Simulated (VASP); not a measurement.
These are PBEsol GGA, VASP's PBE PAW potentials (set 64) (plane waves; VASP 6.6.1) values and carry that method's errors.

VASP ran on this input.

**POSCAR**
```
N
1
    4.0865542715     0.0000000000     0.0000000000
   -0.0000000000     4.0865542715     0.0000000000
    0.0000000000     0.0000000000     5.3462282540
N
4
Direct
  0.9038350098   0.9038350098   0.0000000000
  0.0961649902   0.0961649902   0.0000000000
  0.5961649902   0.4038350098   0.5000000000
  0.4038350098   0.5961649902   0.5000000000
```

**KPOINTS**
```
Regular mesh
0
G
 5 5 4
```

### INCAR
```
! general
SYSTEM  =  N
PREC    =  Accurate
ENCUT   =  520
LREAL   =  F
LASPH   =  T

! electronic loop
EDIFF   =  1E-6
NELM    =  100
ALGO    =  Normal

! smearing
ISMEAR  =  0
SIGMA   =  0.05

! functional
GGA     =  PS

! ions
IBRION  =  2
NSW     =  60
ISIF    =  3
EDIFFG  =  -0.02

! output
LWAVE   =  F
LCHARG  =  F
```

POTCAR, in this order: N (PBE.64 set). Program: vasp_std.

The run wrote:

### OSZICAR
```
       N       E                     dE             d eps       ncg     rms          rms(c)
DAV:   1     0.101057011010E+03    0.10106E+03   -0.89572E+03   504   0.118E+03
DAV:   2    -0.263031955092E+02   -0.12736E+03   -0.12447E+03   662   0.255E+02
DAV:   3    -0.355651152314E+02   -0.92619E+01   -0.92026E+01   666   0.777E+01
DAV:   4    -0.356497453252E+02   -0.84630E-01   -0.84561E-01   558   0.879E+00
DAV:   5    -0.356508100877E+02   -0.10648E-02   -0.10647E-02   600   0.900E-01    0.110E+01
DAV:   6    -0.344370832083E+02    0.12137E+01   -0.17149E+00   546   0.101E+01    0.638E+00
DAV:   7    -0.341467189697E+02    0.29036E+00   -0.11475E+00   600   0.847E+00    0.167E+00
DAV:   8    -0.341417616075E+02    0.49574E-02   -0.10014E-01   504   0.258E+00    0.275E-01
DAV:   9    -0.341414328517E+02    0.32876E-03   -0.44553E-03   516   0.539E-01    0.124E-01
DAV:  10    -0.341416404014E+02   -0.20755E-03   -0.60619E-04   612   0.227E-01    0.499E-02
DAV:  11    -0.341416213789E+02    0.19023E-04   -0.51501E-05   522   0.713E-02    0.559E-03
DAV:  12    -0.341416227449E+02   -0.13661E-05   -0.73737E-06   534   0.240E-02    0.873E-03
DAV:  13    -0.341416231943E+02   -0.44944E-06   -0.37267E-07   252   0.644E-03
   1 F= -.34141623E+02 E0= -.34141623E+02  d E =-.341416E+02
       N       E                     dE             d eps       ncg     rms          rms(c)
DAV:   1    -0.341412813607E+02    0.34138E-03   -0.69878E-02   504   0.239E+00    0.163E-01
DAV:   2    -0.341407536039E+02    0.52776E-03   -0.23484E-03   504   0.415E-01    0.827E-02
DAV:   3    -0.341406206033E+02    0.13300E-03   -0.62285E-04   570   0.184E-01    0.378E-02
DAV:   4    -0.341406211524E+02   -0.54916E-06   -0.16875E-05   546   0.350E-02    0.152E-02
DAV:   5    -0.341406201104E+02    0.10420E-05   -0.38439E-06   528   0.175E-02    0.151E-03
DAV:   6    -0.341406201657E+02   -0.55286E-07   -0.14288E-07   252   0.394E-03
   2 F= -.34140620E+02 E0= -.34140620E+02  d E =0.100303E-02
       N       E                     dE             d eps       ncg     rms          rms(c)
DAV:   1    -0.341421633085E+02   -0.15432E-02   -0.54902E-02   504   0.212E+00    0.146E-01
DAV:   2    -0.341417415796E+02    0.42173E-03   -0.18566E-03   504   0.368E-01    0.738E-02
DAV:   3    -0.341416377332E+02    0.10385E-03   -0.48084E-04   570   0.162E-01    0.343E-02
DAV:   4    -0.341416398205E+02   -0.20874E-05   -0.12633E-05   546   0.303E-02    0.137E-02
DAV:   5    -0.341416400266E+02   -0.20613E-06   -0.26309E-06   324   0.151E-02
   3 F= -.34141640E+02 E0= -.34141640E+02  d E =-.168323E-04
       N       E                     dE             d eps       ncg     rms          rms(c)
DAV:   1    -0.341421346155E+02   -0.49480E-03   -0.12018E-02   504   0.923E-01    0.114E-01
DAV:   2    -0.341418179593E+02    0.31666E-03   -0.68377E-04   504   0.209E-01    0.441E-02
DAV:   3    -0.341417637448E+02    0.54214E-04   -0.29861E-04   504   0.121E-01    0.126E-02
DAV:   4    -0.341417636750E+02    0.69792E-07   -0.67915E-06   504   0.238E-02
   4 F= -.34141764E+02 E0= -.34141764E+02  d E =-.123648E-03
       N       E                     dE             d eps       ncg     rms          rms(c)
DAV:   1    -0.341453898675E+02   -0.36261E-02   -0.10676E-01   504   0.275E+00    0.338E-01
DAV:   2    -0.341425718802E+02    0.28180E-02   -0.60584E-03   504   0.623E-01    0.131E-01
DAV:   3    -0.341420900579E+02    0.48182E-03   -0.26635E-03   504   0.361E-01    0.373E-02
DAV:   4    -0.341420937245E+02   -0.36665E-05   -0.60332E-05   504   0.709E-02    0.147E-02
DAV:   5    -0.341420919725E+02    0.17520E-05   -0.96202E-06   594   0.239E-02    0.256E-03
DAV:   6    -0.341420919554E+02    0.17096E-07   -0.43856E-07   252   0.610E-03
   5 F= -.34142092E+02 E0= -.34142092E+02  d E =-.451929E-03
```

**OUTCAR**
```
------------------------ aborting loop because EDIFF is reached ----------------------------------------
  FORCE on cell =-STRESS in cart. coord.  units (eV):
  Direction    XX          YY          ZZ          XY          YZ          ZX
  --------------------------------------------------------------------------------------
  Total        0.0572223      0.0572223      0.0674936      0.0000000      0.0000000      0.0000000
  in kB        1.0190256      1.0190256      1.2019388      0.0000000      0.0000000      0.0000000
  external PRESSURE =       1.0799967 kB  Pullay stress =       0.0000000 kB
  volume of cell :       89.97
      direct lattice vectors                 reciprocal lattice vectors
     4.094411925 -0.000000000  0.000000000     0.244235318 -0.000000000  0.000000000
     0.000000000  4.094411925  0.000000000     0.000000000  0.244235318  0.000000000
     0.000000000  0.000000000  5.366704434     0.000000000  0.000000000  0.186334092
 POSITION                                       TOTAL-FORCE (eV/Angst)
 -----------------------------------------------------------------------------------
      3.70153      3.70153      0.00000        -0.011933     -0.011933      0.000000
      0.39288      0.39288      0.00000         0.011933      0.011933     -0.000000
      2.44009      1.65432      2.68335         0.011933     -0.011933      0.000000
      1.65432      2.44009      2.68335        -0.011933      0.011933      0.000000
 -----------------------------------------------------------------------------------
    total drift:                                0.000000     -0.000000     -0.000000
  FREE ENERGIE OF THE ION-ELECTRON SYSTEM (eV)
  ---------------------------------------------------
  free  energy   TOTEN  =       -34.1420919554 eV

  energy  without entropy=      -34.1420919554  energy(sigma->0) =      -34.14209196

 reached required accuracy - stopping structural energy minimisation
```
(Selected blocks of OUTCAR.)

### CONTCAR
```
N
   1.00000000000000
     4.0944119249380755   -0.0000000000000000    0.0000000000000000
     0.0000000000000000    4.0944119249380755    0.0000000000000000
     0.0000000000000000    0.0000000000000000    5.3667044342066408
  N
     4
Direct
     0.9040445435270069    0.9040445435270069    0.0000000000000000
     0.0959554564729930    0.0959554564729930    0.0000000000000000
     0.5959554564729931    0.4040445435270070    0.5000000000000000
     0.4040445435270070    0.5959554564729931    0.5000000000000000
```

Without a dispersion term in the relaxation, distances and binding between the weakly bound layers, chains or molecules are unreliable, and so is what depends on them.

The structure comes from a computed database's N entry (P4_2/mnm); how it stands against other phases isn't given here. This run relaxes it. Symmetry was kept, so distortions that lower it aren't found. The start is the result of an earlier pass.
